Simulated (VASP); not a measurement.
Given:

```xyz
2
Lattice="3.1954 0.0000 0.0000 0.0000 3.1954 0.0000 0.0000 0.0000 3.1954" Properties=species:S:1:pos:R:3 pbc="T T T"
Hf     0.0000     0.0000     0.0000
Tc     1.5977     1.5977     1.5977
```

Level of theory: LDA (Ceperley-Alder, Perdew-Zunger) with spin-orbit coupling, VASP's LDA PAW potentials (set 64) (plane waves; VASP 6.6.1). Run with 400 eV cut-off, 10×10×10 Γ-centred mesh, Gaussian smearing of 0.050 eV, potentials Hf_pv Tc_pv.

Problem. Give the energies of bands 15 to 28 at the high-symmetry points, in eV from the Fermi level.

Solution. 
```
band      Γ      X      M      R
----  -----  -----  -----  -----
15    -4.35  -2.95  -4.35  -1.68
16    -4.35  -2.95  -4.35  -1.68
17    -4.35  -2.34  -2.24  -1.68
18    -4.35  -2.34  -2.24  -1.68
19    -0.42  -0.55  -2.22  -1.06
20    -0.42  -0.55  -2.22  -1.06
21    -0.42  -0.38   1.79  -0.94
22    -0.42  -0.38   1.79  -0.94
23    -0.22  -0.31   2.15  -0.94
24    -0.22  -0.31   2.15  -0.94
25     3.41   0.66   2.31   1.89
26     3.41   0.66   2.31   1.89
27     3.41   2.12   2.68   1.89
28     3.41   2.12   2.68   1.89
```

It has no gap at this level: it comes out as a metal or semimetal.

The structure comes from a computed database's HfTc entry (Pm-3m); how it stands against other phases isn't given here. It was relaxed first.
